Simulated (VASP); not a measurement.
# LiBe (P2_1/m) in VASP: further runs

The runs below take LiBe through single point, with LDA.

Program: VASP 6.6.1. These are calculated values, not measurements. Logs are shortened: lines on timing, memory, paths and dates and some standing lists are left out, and cuts for length are marked.

## (1) The structure

Symmetry: P2_1/m, No. 11, monoclinic system. The conventional cell has a = 2.296 Å, b = 3.613 Å, c = 5.528 Å, α = 90.00°, β = 94.17°, γ = 90.00°. Li (site symmetry m) is surrounded by 2 Li at 2.30 Å and 3 Be at 2.33 to 2.56 Å. Around Be (site symmetry m) lie 6 Be at 2.28 to 2.32 Å and 3 Li at 2.33 to 2.56 Å.

The cell comes from a database or a generator and needn't be the stable form of this composition.

## (2) Single point, LDA

The input, INCAR:

```
PREC = Accurate
ENCUT = 520
EDIFF = 1E-7
ISMEAR = 1
SIGMA = 0.05
LREAL = F
LASPH = T
NELM = 100
ALGO = Fast
ISIF = 2
LWAVE = F
LCHARG = F
GGA = CA
NBANDS = 13
```

The input, KPOINTS:

```
regular mesh
0
Gamma
  10 6 4
```

The input, POSCAR:

```
LiBe
1.0
    2.2959860000      0.0000000000      0.0000000000
    0.0000000000      3.6127730000      0.0000000000
   -0.4017430000      0.0000000000      5.5135260000
Li Be
2 2
Direct
    0.7368480000      0.2500000000      0.1548580000
    0.2631520000      0.7500000000      0.8451420000
    0.7564180000      0.2500000000      0.5761720000
    0.2435820000      0.7500000000      0.4238280000
```

Potentials or basis: VASP PAW LDA potentials, release 64 (Li_sv, Be).

The run is started by

```bash
$ cat potpaw_LDA.64/Li_sv/POTCAR potpaw_LDA.64/Be/POTCAR > POTCAR
$ mpirun -np 1 vasp_std > vasp.out
```

OUTCAR:

```text
PREC = Accurate
   ENCUT = 520
   EDIFF = 1E-7
   ISMEAR = 1
   LREAL = F
   LASPH = T
   NELM = 100
   ISIF = 2
   GGA = CA

 ion  position               nearest neighbor table
   1  0.737  0.250  0.155-   3 2.33
   2  0.263  0.750  0.845-   4 2.33
   3  0.756  0.250  0.576-   4 2.28   4 2.28   4 2.32   4 2.32   1 2.33
   4  0.244  0.750  0.424-   3 2.28   3 2.28   3 2.32   3 2.32   2 2.33

  LATTYP: Found a simple monoclinic cell.
 ALAT       =     2.2959860000
 B/A-ratio  =     1.5735169988
 C/A-ratio  =     2.4077425225
 COS(beta)  =    -0.0726723225

  Lattice vectors:

 A1 = (   2.2959860000,   0.0000000000,   0.0000000000)
 A2 = (   0.0000000000,   3.6127730000,   0.0000000000)
 A3 = (  -0.4017430000,   0.0000000000,   5.5135260000)

Analysis of symmetry for initial positions (statically):
=====================================================================
 Subroutine PRICEL returns:
 Original cell was already a primitive cell.

 Routine SETGRP: Setting up the symmetry group for a
 simple monoclinic supercell.

 Subroutine GETGRP returns: Found  4 space group operations
 (whereof  2 operations were pure point group operations)
 out of a pool of  4 trial point group operations.

The static configuration has the point symmetry S_2 .
 The point group associated with its full space group is C_2h.

Analysis of symmetry for dynamics (positions and initial velocities):
=====================================================================
 Subroutine PRICEL returns:
 Original cell was already a primitive cell.

 Routine SETGRP: Setting up the symmetry group for a
 simple monoclinic supercell.

 Subroutine GETGRP returns: Found  4 space group operations
 (whereof  2 operations were pure point group operations)
 out of a pool of  4 trial point group operations.

The dynamic configuration has the point symmetry S_2 .
 The point group associated with its full space group is C_2h.

 Subroutine INISYM returns: Found  4 space group operations
 (whereof  2 operations are pure point group operations),
 and found     1 'primitive' translations

----------------------------------------------------------------------------------------

                                     Primitive cell

  volume of cell :      45.7340
[... 99 lines left out ...]
   ISIF   =      2    stress and relaxation
   ISYM   =      2    0-nonsym 1-usesym 2-fastsym
   POTIM  = 0.5000    time-step for ionic-motion
   TEBEG  =    0.0;   TEEND  =   0.0 temperature during run
   PSTRESS=    0.0 pullay stress
   NELECT =      10.0000    total number of electrons
   NUPDOWN=      -1.0000    fix difference up-down
   EMIN   =  10.00;   EMAX   =-10.00  energy-range for DOS
   EFERMI =   0.00;   METHOD = LEGACY
   ISMEAR =     1;   SIGMA  =   0.05  broadening in eV -4-tet -1-fermi 0-gaus
   EFERMI_NEDOS =   21; number of points for ismear=-14 and -15
   IALGO  =     68    algorithm
   IMIX   =      4    mixing-type and parameters
     AMIX     =   0.40;   BMIX     =  1.00
     AMIX_MAG =   1.60;   BMIX_MAG =  1.00
  volume/ion in A,a.u.               =      11.43        77.16
  Fermi-wavevector in a.u.,A,eV,Ry     =   0.986268  1.863777 13.234728  0.972725
  Thomas-Fermi vector in A             =   2.117637
   LORBIT       =      0    0 simple, 1 ext, 2 COOP (PROOUT), +10 PAW based schemes
   GGA     = CA    functional components
   LHFCALC =     F    Hartree Fock is set to
   AEXX    =    0.0000 exact exchange contribution
   IVDW    =     0    specifies the selected vdW correction
   LEPSILON=     F    determine dielectric tensor
   LRPA    =     F    only Hartree local field effects (RPA)
 non-spin polarized calculation
 RMM-DIIS sequential band-by-band and
 Methfessel and Paxton  Order N= 1 SIGMA  =   0.05
  energy-cutoff  :      520.00
  volume of cell :       45.73
 maximum number of plane-waves:      1248
 NGX is ok and might be reduce to    18
   NGX =  9   NGY = 13   NGZ = 21

 number of electron      10.0000000 magnetization

 number of electron       9.9999988 magnetization

 Free energy of the ion-electron system (eV)
  ---------------------------------------------------
  ext. energy  EPLUGINS =         0.00000000
  ---------------------------------------------------
  free energy    TOTEN  =       -11.86252614 eV

  energy without entropy =      -11.86212086  energy(sigma->0) =      -11.86239105

 E-fermi :   2.9791     XC(G=0):  -9.0278

 val. band max:        2.9704340909   @ k =   0.2000   0.3333   0.2500
 cond. band min:       2.9889511972   @ k =  -0.4000   0.0000   0.2500
 fundamental gap:      0.0185171062
 Fermi energy:         2.9791098502

 k-point     1 :       0.0000    0.0000    0.0000
  band No.  band energies     occupation
      1     -42.2041      2.00000
      2     -42.1562      2.00000
      3      -4.3374      2.00000
      4       0.0897      2.00000
      5       0.9502      2.00000
      6       2.3389      2.00000
      7       7.5389      0.00000
      8       8.6554      0.00000
      9       8.9769      0.00000
     10       9.7129      0.00000
     11      13.3422      0.00000
     12      13.6239      0.00000
     13      15.5249      0.00000
[... 354 lines left out ...]
  band No.  band energies     occupation
      1     -42.0605      2.00000
      2     -42.0605      2.00000
      3       1.3032      2.00000
      4       1.3032      2.00000
      5       5.9873      0.00000
      6       5.9873      0.00000
      7       6.3217      0.00000
      8       6.3217      0.00000
      9       7.6369      0.00000
     10       7.6369      0.00000
     11       8.6968      0.00000
     12       8.6968      0.00000
     13      13.9591      0.00000

 [... further k-points ...]
[... 5 lines left out ...]
  --------------------------------------------------------------------------------------
  -------------------------------------------------------------------------------------
  Total       -0.8026765     -1.0940040     -0.6875457      0.0000000      0.0000000     -0.0451412
  in kB      -28.1197711    -38.3257036    -24.0864513      0.0000000      0.0000000     -1.5814087
  external PRESSURE =     -30.1773087 kB  Pullay stress =       0.0000000 kB

 VOLUME and BASIS-vectors are now :
 -----------------------------------------------------------------------------
  energy-cutoff  :      520.00
  volume of cell :       45.73
      direct lattice vectors                 reciprocal lattice vectors
     2.295986000  0.000000000  0.000000000     0.435542725  0.000000000  0.031735815
     0.000000000  3.612773000  0.000000000     0.000000000  0.276795691  0.000000000
    -0.401743000  0.000000000  5.513526000     0.000000000  0.000000000  0.181372138

 POSITION                                       TOTAL-FORCE (eV/Angst)
 -----------------------------------------------------------------------------------
      1.62958      0.90319      0.85381        -0.003090      0.000000      0.095919
      0.26466      2.70958      4.65971         0.003090     -0.000000     -0.095919
      1.50525      0.90319      3.17674         0.002526     -0.000000     -0.082860
      0.38899      2.70958      2.33679        -0.002526     -0.000000      0.082860
 -----------------------------------------------------------------------------------
    total drift:                                0.000000      0.000000     -0.000000

  FREE ENERGIE OF THE ION-ELECTRON SYSTEM (eV)
  ---------------------------------------------------
  free  energy   TOTEN  =       -11.8625261381 eV

  energy  without entropy=      -11.8621208624  energy(sigma->0) =      -11.86239105
```

OSZICAR:

```text
N       E                     dE             d eps       ncg     rms          rms(c)
DAV:   1     0.275686083783E+02    0.27569E+02   -0.44382E+03  2288   0.740E+02
DAV:   2    -0.667368755948E+01   -0.34242E+02   -0.32908E+02  2759   0.157E+02
DAV:   3    -0.121459050713E+02   -0.54722E+01   -0.54114E+01  4357   0.389E+01
[... 14 lines left out ...]
RMM:  18    -0.118625250752E+02   -0.94120E-06   -0.77988E-06  3687   0.966E-03    0.138E-03
RMM:  19    -0.118625255997E+02   -0.52447E-06   -0.41107E-06  3090   0.679E-03    0.698E-04
RMM:  20    -0.118625258895E+02   -0.28986E-06   -0.22981E-06  3028   0.486E-03    0.224E-04
RMM:  21    -0.118625260497E+02   -0.16017E-06   -0.12779E-06  2732   0.345E-03    0.174E-04
RMM:  22    -0.118625261381E+02   -0.88378E-07   -0.72465E-07  2666   0.268E-03
   1 F= -.11862526E+02 E0= -.11862391E+02  d E =-.405276E-03
```

stdout:

```text
POSCAR found type information on POSCAR LiBe
 POSCAR found :  2 types and       4 ions
 scaLAPACK will be used
 LDA part: xc-table for (Slater(with rela. corr.)+CA(PZ))
 , standard interpolation
 POSCAR, INCAR and KPOINTS ok, starting setup
 FFT: planning ... GRIDC
 FFT: planning ... GRID_SOFT
 FFT: planning ... GRID
 WAVECAR not read
 entering main loop
WARNING in EDDRMM: call to ZHEGV failed, returncode =   6  3      7
WARNING in EDDRMM: call to ZHEGV failed, returncode =   6  3      8
WARNING in EDDRMM: call to ZHEGV failed, returncode =   6  3      8
WARNING in EDDRMM: call to ZHEGV failed, returncode =   6  3      8
```

Run time: 44 s. Hardware: 1 thread of AMD EPYC 9R45 (Zen 5), shared host; peak memory 0.13 GiB.

Results:

```yaml
Free_energy: -11.8625 eV
Largest_force: 0.096 eV/Å
Band_gap_on_the_k_mesh: none (metal or under the smearing width)
```

Forces in eV/Å, atoms in the order of the input:
```
Li  -0.003  0.000  0.096
Li   0.003  0.000 -0.096
Be   0.003  0.000 -0.083
Be  -0.003  0.000  0.083
```

Levels at points of the mesh, in eV from the Fermi level:
| k point | band 1 | band 2 | band 3 | band 4 | band 5 | band 6 | band 7 | band 8 | band 9 | band 10 |
| --- | --- | --- | --- | --- | --- | --- | --- | --- | --- | --- |
| (0.00, 0.00, 0.00) | -45.18 | -45.14 | -7.32 | -2.89 | -2.03 | -0.64 | 4.56 | 5.68 | 6.00 | 6.73 |
| (0.50, 0.00, 0.00) | -45.05 | -45.03 | -2.28 | -2.27 | 0.66 | 1.84 | 5.53 | 6.03 | 6.14 | 6.75 |
| (0.00, 0.50, 0.00) | -45.16 | -45.16 | -5.27 | -5.27 | -1.91 | -1.91 | 2.50 | 2.50 | 10.85 | 10.85 |
| (0.50, 0.50, 0.00) | -45.04 | -45.04 | -1.68 | -1.68 | 3.01 | 3.01 | 3.34 | 3.34 | 4.66 | 4.66 |
| (0.00, 0.00, 0.50) | -45.18 | -45.14 | -7.22 | -4.14 | -0.43 | 1.04 | 2.43 | 3.42 | 5.32 | 9.71 |
| (0.50, 0.00, 0.50) | -45.05 | -45.03 | -2.20 | -2.14 | 0.67 | 0.88 | 6.14 | 6.30 | 7.03 | 7.56 |
| (0.00, 0.50, 0.50) | -45.16 | -45.16 | -5.20 | -5.20 | -2.31 | -2.31 | 4.10 | 4.10 | 7.31 | 7.31 |
| (0.50, 0.50, 0.50) | -45.04 | -45.04 | -1.46 | -1.46 | 1.97 | 1.97 | 3.03 | 3.03 | 4.61 | 4.61 |

Caveat: the cutoff is under 1.25 times the usual one of these potentials, so pressure, stress and relaxed cells hold a basis-set (Pulay) error.

## (3) Single point, LDA

The input, INCAR:

```
SYSTEM = LiBe
  PREC = Accurate
  ENCUT = 520
  EDIFF = 1E-6
  ISMEAR = 1
  SIGMA = 0.05
  LREAL = .FALSE.
  LASPH = .TRUE.
  NELM = 100
  ALGO = Fast
  ISIF = 2
  LWAVE = .FALSE.
  LCHARG = .FALSE.
  NBANDS = 13
```

The input, KPOINTS:

```
Automatic mesh
0
G
  10 6 4
  0 0 0
```

POSCAR is that of step 2.

Potentials or basis: VASP PAW LDA potentials, release 64 (Li_sv, Be).

The run is started by

```bash
$ cat potpaw_LDA.64/Li_sv/POTCAR potpaw_LDA.64/Be/POTCAR > POTCAR
$ mpirun -np 1 vasp_std > vasp.out
```

OUTCAR:

```text
SYSTEM = LiBe
   PREC = Accurate
   ENCUT = 520
   EDIFF = 1E-6
   ISMEAR = 1
   LREAL = .FALSE.
   LASPH = .TRUE.
   NELM = 100
   ISIF = 2

 ion  position               nearest neighbor table
   1  0.737  0.250  0.155-   3 2.33
   2  0.263  0.750  0.845-   4 2.33
   3  0.756  0.250  0.576-   4 2.28   4 2.28   4 2.32   4 2.32   1 2.33
   4  0.244  0.750  0.424-   3 2.28   3 2.28   3 2.32   3 2.32   2 2.33

  LATTYP: Found a simple monoclinic cell.
 ALAT       =     2.2959860000
 B/A-ratio  =     1.5735169988
 C/A-ratio  =     2.4077425225
 COS(beta)  =    -0.0726723225

  Lattice vectors:

 A1 = (   2.2959860000,   0.0000000000,   0.0000000000)
 A2 = (   0.0000000000,   3.6127730000,   0.0000000000)
 A3 = (  -0.4017430000,   0.0000000000,   5.5135260000)

Analysis of symmetry for initial positions (statically):
=====================================================================
 Subroutine PRICEL returns:
 Original cell was already a primitive cell.

 Routine SETGRP: Setting up the symmetry group for a
 simple monoclinic supercell.

 Subroutine GETGRP returns: Found  4 space group operations
 (whereof  2 operations were pure point group operations)
 out of a pool of  4 trial point group operations.

The static configuration has the point symmetry S_2 .
 The point group associated with its full space group is C_2h.

Analysis of symmetry for dynamics (positions and initial velocities):
=====================================================================
 Subroutine PRICEL returns:
 Original cell was already a primitive cell.

 Routine SETGRP: Setting up the symmetry group for a
 simple monoclinic supercell.

 Subroutine GETGRP returns: Found  4 space group operations
 (whereof  2 operations were pure point group operations)
 out of a pool of  4 trial point group operations.

The dynamic configuration has the point symmetry S_2 .
 The point group associated with its full space group is C_2h.

 Subroutine INISYM returns: Found  4 space group operations
 (whereof  2 operations are pure point group operations),
 and found     1 'primitive' translations

[... 137 lines left out ...]

 number of electron      10.0000000 magnetization

 number of electron       9.9999988 magnetization

 Free energy of the ion-electron system (eV)
  ---------------------------------------------------
  ext. energy  EPLUGINS =         0.00000000
  ---------------------------------------------------
  free energy    TOTEN  =       -11.86252549 eV

  energy without entropy =      -11.86212033  energy(sigma->0) =      -11.86239044

 E-fermi :   2.9791     XC(G=0):  -9.0278

 val. band max:        2.9704289215   @ k =   0.2000   0.3333   0.2500
 cond. band min:       2.9889618968   @ k =  -0.4000   0.0000   0.2500
 fundamental gap:      0.0185329753
 Fermi energy:         2.9791131287

 k-point     1 :       0.0000    0.0000    0.0000
  band No.  band energies     occupation
      1     -42.2037      2.00000
      2     -42.1557      2.00000
      3      -4.3374      2.00000
      4       0.0897      2.00000
      5       0.9502      2.00000
      6       2.3389      2.00000
      7       7.5389      0.00000
      8       8.6554      0.00000
      9       8.9769      0.00000
     10       9.7129      0.00000
     11      13.3393      0.00000
     12      13.6240      0.00000
     13      15.5249      0.00000
[... 354 lines left out ...]
  band No.  band energies     occupation
      1     -42.0600      2.00000
      2     -42.0600      2.00000
      3       1.3032      2.00000
      4       1.3032      2.00000
      5       5.9874      0.00000
      6       5.9874      0.00000
      7       6.3217      0.00000
      8       6.3217      0.00000
      9       7.6369      0.00000
     10       7.6369      0.00000
     11       8.6968      0.00000
     12       8.6968      0.00000
     13      13.9592      0.00000

 [... further k-points ...]

------------------------ aborting loop because EDIFF is reached ----------------------------------------

  FORCE on cell =-STRESS in cart. coord.  units (eV):
  Direction    XX          YY          ZZ          XY          YZ          ZX
  --------------------------------------------------------------------------------------
  -------------------------------------------------------------------------------------
  Total       -0.8037145     -1.0948103     -0.6877938      0.0000000      0.0000000     -0.0451039
  in kB      -28.1561340    -38.3539522    -24.0951439      0.0000000      0.0000000     -1.5801011
  external PRESSURE =     -30.2017434 kB  Pullay stress =       0.0000000 kB

 VOLUME and BASIS-vectors are now :
 -----------------------------------------------------------------------------
  energy-cutoff  :      520.00
  volume of cell :       45.73
      direct lattice vectors                 reciprocal lattice vectors
     2.295986000  0.000000000  0.000000000     0.435542725  0.000000000  0.031735815
     0.000000000  3.612773000  0.000000000     0.000000000  0.276795691  0.000000000
    -0.401743000  0.000000000  5.513526000     0.000000000  0.000000000  0.181372138

 POSITION                                       TOTAL-FORCE (eV/Angst)
 -----------------------------------------------------------------------------------
      1.62958      0.90319      0.85381        -0.003097      0.000000      0.095723
      0.26466      2.70958      4.65971         0.003097     -0.000000     -0.095723
      1.50525      0.90319      3.17674         0.002510     -0.000000     -0.082917
      0.38899      2.70958      2.33679        -0.002510     -0.000000      0.082917
 -----------------------------------------------------------------------------------
    total drift:                                0.000000      0.000000     -0.000000

  FREE ENERGIE OF THE ION-ELECTRON SYSTEM (eV)
  ---------------------------------------------------
  free  energy   TOTEN  =       -11.8625254916 eV

  energy  without entropy=      -11.8621203343  energy(sigma->0) =      -11.86239044
```

OSZICAR:

```text
N       E                     dE             d eps       ncg     rms          rms(c)
DAV:   1     0.275686083783E+02    0.27569E+02   -0.44382E+03  2288   0.740E+02
DAV:   2    -0.667368755948E+01   -0.34242E+02   -0.32908E+02  2759   0.157E+02
DAV:   3    -0.121459050713E+02   -0.54722E+01   -0.54114E+01  4357   0.389E+01
[... 11 lines left out ...]
RMM:  15    -0.118625193465E+02   -0.75238E-05   -0.55713E-05  3518   0.268E-02    0.129E-02
RMM:  16    -0.118625223781E+02   -0.30316E-05   -0.28129E-05  3181   0.189E-02    0.781E-03
RMM:  17    -0.118625239462E+02   -0.15681E-05   -0.14459E-05  3046   0.153E-02    0.125E-03
RMM:  18    -0.118625249613E+02   -0.10151E-05   -0.78671E-06  2858   0.117E-02    0.135E-03
RMM:  19    -0.118625254916E+02   -0.53024E-06   -0.41536E-06  2641   0.868E-03
   1 F= -.11862525E+02 E0= -.11862390E+02  d E =-.405157E-03
```

stdout:

```text
POSCAR found type information on POSCAR LiBe
 POSCAR found :  2 types and       4 ions
 scaLAPACK will be used
 LDA part: xc-table for (Slater(with rela. corr.)+CA(PZ))
 , standard interpolation
 POSCAR, INCAR and KPOINTS ok, starting setup
 FFT: planning ... GRIDC
 FFT: planning ... GRID_SOFT
 FFT: planning ... GRID
 WAVECAR not read
 entering main loop
WARNING in EDDRMM: call to ZHEGV failed, returncode =   6  3      6
WARNING in EDDRMM: call to ZHEGV failed, returncode =   6  3      7
```

Run time: 36 s. Hardware: 1 thread of AMD EPYC 9R45 (Zen 5), shared host; peak memory 0.13 GiB.

What came out:

```
Free energy            : -11.8625 eV
Largest force          : 0.096 eV/Å
Band gap on the k mesh : none (metal or under the smearing width)
```

Forces on the atoms (eV/Å):
```
Li  -0.003  0.000  0.096
Li   0.003  0.000 -0.096
Be   0.003  0.000 -0.083
Be  -0.003  0.000  0.083
```

Caveat: the cutoff is under 1.25 times the usual one of these potentials, so pressure, stress and relaxed cells hold a basis-set (Pulay) error.
